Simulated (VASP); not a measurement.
```
CELL_PARAMETERS angstrom
      4.66140     0.00000     0.00000
      0.00000     4.66140     0.00000
      0.00000     0.00000     4.66140
ATOMIC_POSITIONS crystal
  Cs 0.00000 0.00000 0.00000
  I  0.50000 0.50000 0.50000
```

The base run (VASP): PBE GGA, plane waves, VASP's PBE PAW potentials (set 64). Run with 400 eV cut-off, 5×5×5 Γ-centred mesh, Gaussian smearing of 0.050 eV, potentials Cs_sv I.

One setting is varied; ΔE counts from the base run. The base run took about 5 core-seconds. Costs are core time on shared hosts, one run each; read them as rough ratios.

```json
[
 {"setting": "AMIX = 0.6, BMIX = 0.0001, IMIX = 4", "cost over the base run": "within a factor of 2", "electronic steps": "12", "ΔE (meV/atom)": "0.0"},
 {"setting": "AMIX = 1.0, BMIX = 0.0001, IMIX = 4", "cost over the base run": "within a factor of 2", "electronic steps": "12", "ΔE (meV/atom)": "0.0"},
 {"setting": "base run", "cost over the base run": "reference", "electronic steps": "12", "ΔE (meV/atom)": "0.0"},
 {"setting": "AMIX = 0.1, BMIX = 0.0001, IMIX = 4", "cost over the base run": "within a factor of 2", "electronic steps": "15", "ΔE (meV/atom)": "0.0"},
 {"setting": "AMIX = 0.05, BMIX = 1.0, IMIX = 4", "cost over the base run": "within a factor of 2", "electronic steps": "15", "ΔE (meV/atom)": "0.0"},
 {"setting": "AMIX = 0.2, BMIX = 1.0, IMIX = 1", "cost over the base run": "?", "electronic steps": "?", "ΔE (meV/atom)": "0.0"}
]
```

Task: Fill in the missing entries.

Result: 
- AMIX = 0.2, BMIX = 1.0, IMIX = 1, cost over the base run: about 3 times
- AMIX = 0.2, BMIX = 1.0, IMIX = 1, electronic steps: 37

Left out are runs that failed, have no time on record or changed the cell.

The compound is CsI in the CsCl type structure. The cell was not relaxed at this level.
